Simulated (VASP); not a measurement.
Given:

```
NaH
1.0
    0.00000     2.46351     2.46351
    2.46351     0.00000     2.46351
    2.46351     2.46351     0.00000
Na H
1 1
Cartesian
  0.00000   0.00000   0.00000
  2.46351   2.46351   2.46351
```

These are PBE GGA, VASP's PBE PAW potentials (set 64) (plane waves; VASP) values and carry that method's errors. Settings: 520 eV cut-off, 9×9×9 Γ-centred mesh, Gaussian smearing of 0.050 eV, potentials Na_pv H.

**Question.** What does the run give for the energy per atom (σ→0), pressure?

**Answer.** 
```json
{
 "energy per atom (σ→0)": "-2.541 eV/atom",
 "pressure": "-12.6 kbar"
}
```

The compound is NaH in the rock salt structure. This cell is one point of a volume scan, at 1.06 of the reference volume.
